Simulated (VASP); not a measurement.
Computed with r2SCAN meta-GGA, VASP's PBE PAW potentials (set 64) (plane waves; VASP 6.6.1).

VASP ran on this input.

### POSCAR
```
InSb
1
    0.0000000000     3.2400000000     3.2400000000
    3.2400000000     0.0000000000     3.2400000000
    3.2400000000     3.2400000000     0.0000000000
In Sb
1 1
Direct
  0.0000000000   0.0000000000   0.0000000000
  0.7500000000   0.7500000000   0.7500000000
```

**KPOINTS**
```
kpoints
0
gamma
  6 6 6
```

INCAR:
```
SYSTEM = InSb
PREC = Accurate; ENCUT = 480; LREAL = .FALSE.
LASPH = .TRUE.
EDIFF = 1E-6; NELM = 100; ALGO = Normal
LMAXMIX = 4; LMIXTAU = .TRUE.
ISMEAR = 0; SIGMA = 0.05
METAGGA = R2SCAN
IBRION = 2; NSW = 60; ISIF = 3
EDIFFG = -0.01
LWAVE = .FALSE.; LCHARG = .FALSE.
```

POTCAR, in this order: In_d Sb (PBE.64 set). Program: vasp_std.

Output

OSZICAR:
```
       N       E                     dE             d eps       ncg     rms          rms(c)
DAV:   1     0.691930117638E+02    0.69193E+02   -0.79975E+03   416   0.132E+03
DAV:   2    -0.437794405131E+02   -0.11297E+03   -0.11046E+03   421   0.310E+02
DAV:   3    -0.516029712143E+02   -0.78235E+01   -0.77332E+01   536   0.903E+01
DAV:   4    -0.518099526177E+02   -0.20698E+00   -0.20692E+00   514   0.171E+01
DAV:   5    -0.518195862310E+02   -0.96336E-02   -0.96334E-02   616   0.304E+00    0.546E+00
DAV:   6    -0.487484320008E+02    0.30712E+01   -0.17095E+00   491   0.290E+01    0.294E+00
DAV:   7    -0.486476735074E+02    0.10076E+00   -0.52389E-01   421   0.107E+01    0.147E+00
DAV:   8    -0.487831338423E+02   -0.13546E+00   -0.37275E-01   431   0.700E+00    0.956E-01
DAV:   9    -0.487134556405E+02    0.69678E-01   -0.38009E-02   431   0.264E+00    0.627E-01
DAV:  10    -0.487231245406E+02   -0.96689E-02   -0.79060E-03   466   0.994E-01    0.103E+00
DAV:  11    -0.487329223866E+02   -0.97978E-02   -0.36513E-02   429   0.174E+00    0.323E-01
DAV:  12    -0.487347498097E+02   -0.18274E-02   -0.62119E-03   491   0.525E-01    0.227E-01
DAV:  13    -0.487351943340E+02   -0.44452E-03   -0.19125E-04   477   0.118E-01    0.271E-01
DAV:  14    -0.487340938660E+02    0.11005E-02   -0.46548E-04   436   0.186E-01    0.318E-01
DAV:  15    -0.487329945146E+02    0.10994E-02   -0.51198E-04   431   0.213E-01    0.695E-01
DAV:  16    -0.487341237237E+02   -0.11292E-02   -0.90546E-04   416   0.352E-01    0.144E+00
DAV:  17    -0.487347133904E+02   -0.58967E-03   -0.43214E-04   436   0.302E-01    0.781E-01
DAV:  18    -0.487353371968E+02   -0.62381E-03   -0.10131E-03   426   0.377E-01    0.178E-01
DAV:  19    -0.487352702896E+02    0.66907E-04   -0.62563E-05   516   0.836E-02    0.430E-02
DAV:  20    -0.487353439523E+02   -0.73663E-04   -0.74438E-05   416   0.103E-01    0.295E-02
DAV:  21    -0.487353403489E+02    0.36034E-05   -0.32769E-05   449   0.737E-02    0.159E-02
DAV:  22    -0.487353431175E+02   -0.27686E-05   -0.34817E-06   456   0.214E-02    0.167E-02
DAV:  23    -0.487353439454E+02   -0.82786E-06   -0.74340E-07   288   0.101E-02
   1 F= -.48735344E+02 E0= -.48735343E+02  d E =-.487353E+02
       N       E                     dE             d eps       ncg     rms          rms(c)
DAV:   1    -0.491271212123E+02   -0.39178E+00   -0.11060E+01   521   0.721E+01    0.395E+00
DAV:   2    -0.487966666633E+02    0.33045E+00   -0.70348E-01   516   0.186E+01    0.147E+00
DAV:   3    -0.487368268424E+02    0.59840E-01   -0.17252E-01   504   0.881E+00    0.607E-01
DAV:   4    -0.487464304739E+02   -0.96036E-02   -0.17752E-02   424   0.129E+00    0.740E-01
DAV:   5    -0.487458537549E+02    0.57672E-03   -0.11462E-03   557   0.312E-01    0.866E-01
DAV:   6    -0.487450924979E+02    0.76126E-03   -0.98483E-03   426   0.541E-01    0.114E+00
DAV:   7    -0.487383895845E+02    0.67029E-02   -0.14363E-02   416   0.134E+00    0.172E+00
DAV:   8    -0.487319227003E+02    0.64669E-02   -0.92331E-04   499   0.362E-01    0.504E-01
DAV:   9    -0.487465130997E+02   -0.14590E-01   -0.19360E-02   416   0.190E+00    0.439E+00
DAV:  10    -0.487462645292E+02    0.24857E-03   -0.76971E-04   597   0.354E-01    0.374E+00
DAV:  11    -0.487460892922E+02    0.17524E-03   -0.89363E-05   441   0.862E-02    0.352E+00
DAV:  12    -0.487456109833E+02    0.47831E-03   -0.83617E-04   520   0.530E-01    0.866E-01
DAV:  13    -0.487458478693E+02   -0.23689E-03   -0.47649E-04   416   0.243E-01    0.118E-01
DAV:  14    -0.487458725413E+02   -0.24672E-04   -0.35035E-05   548   0.553E-02    0.562E-02
DAV:  15    -0.487458764145E+02   -0.38732E-05   -0.11396E-05   426   0.427E-02    0.718E-02
DAV:  16    -0.487458813712E+02   -0.49568E-05   -0.12818E-06   389   0.140E-02    0.429E-02
DAV:  17    -0.487458791509E+02    0.22204E-05   -0.72210E-07   283   0.112E-02    0.129E-02
DAV:  18    -0.487458811358E+02   -0.19850E-05   -0.14550E-07   213   0.479E-03    0.330E-03
DAV:  19    -0.487458803964E+02    0.73943E-06   -0.27796E-08   208   0.291E-03
   2 F= -.48745880E+02 E0= -.48745700E+02  d E =-.105365E-01
       N       E                     dE             d eps       ncg     rms          rms(c)
DAV:   1    -0.487801657590E+02   -0.34285E-01   -0.86997E-01   516   0.187E+01    0.124E+00
DAV:   2    -0.487514692780E+02    0.28696E-01   -0.66313E-02   511   0.598E+00    0.405E-01
DAV:   3    -0.487469927157E+02    0.44766E-02   -0.11547E-02   506   0.232E+00    0.215E-01
DAV:   4    -0.487472954955E+02   -0.30278E-03   -0.25559E-03   424   0.523E-01    0.181E-01
DAV:   5    -0.487464281486E+02    0.86735E-03   -0.22932E-03   416   0.515E-01    0.669E-02
DAV:   6    -0.487464046319E+02    0.23517E-04   -0.41776E-03   416   0.737E-01    0.379E-02
DAV:   7    -0.487474943182E+02   -0.10897E-02   -0.53939E-04   416   0.236E-01    0.243E-02
DAV:   8    -0.487475708071E+02   -0.76489E-04   -0.81228E-05   426   0.993E-02    0.139E-02
DAV:   9    -0.487475874070E+02   -0.16600E-04   -0.14588E-05   446   0.479E-02    0.730E-03
DAV:  10    -0.487475879264E+02   -0.51942E-06   -0.75400E-07   348   0.945E-03
   3 F= -.48747588E+02 E0= -.48747383E+02  d E =-.122440E-01
```

**OUTCAR**
```
------------------------ aborting loop because EDIFF is reached ----------------------------------------
  FORCE on cell =-STRESS in cart. coord.  units (eV):
  Direction    XX          YY          ZZ          XY          YZ          ZX
  --------------------------------------------------------------------------------------
  Total        0.0096445      0.0096445      0.0096445      0.0000000      0.0000000     -0.0000000
  in kB        0.2191005      0.2191005      0.2191005      0.0000000      0.0000000     -0.0000000
  external PRESSURE =       0.2191005 kB  Pullay stress =       0.0000000 kB
  volume of cell :       70.53
      direct lattice vectors                 reciprocal lattice vectors
    -0.000000000  3.279229024  3.279229024    -0.152474864  0.152474864  0.152474864
     3.279229024 -0.000000000  3.279229024     0.152474864 -0.152474864  0.152474864
     3.279229024  3.279229024 -0.000000000     0.152474864  0.152474864 -0.152474864
  FREE ENERGIE OF THE ION-ELECTRON SYSTEM (eV)
  ---------------------------------------------------
  free  energy   TOTEN  =       -48.7475879264 eV

  energy  without entropy=      -48.7471784043  energy(sigma->0) =      -48.74738317

 reached required accuracy - stopping structural energy minimisation
```
(Selected blocks of OUTCAR.)

CONTCAR:
```
InSb
   1.00000000000000
    -0.0000000000000000    3.2792290237064665    3.2792290237064665
     3.2792290237064665   -0.0000000000000000    3.2792290237064665
     3.2792290237064665    3.2792290237064665   -0.0000000000000000
  In              Sb
     1     1
Direct
     0.0000000000000000    0.0000000000000000    0.0000000000000000
     0.7500000000000000    0.7500000000000000    0.7500000000000000
```

Energy and stress use the plane-wave basis of the starting cell.

The compound is InSb in the zinc blende structure. This run relaxes it. Symmetry was kept, so distortions that lower it aren't found.
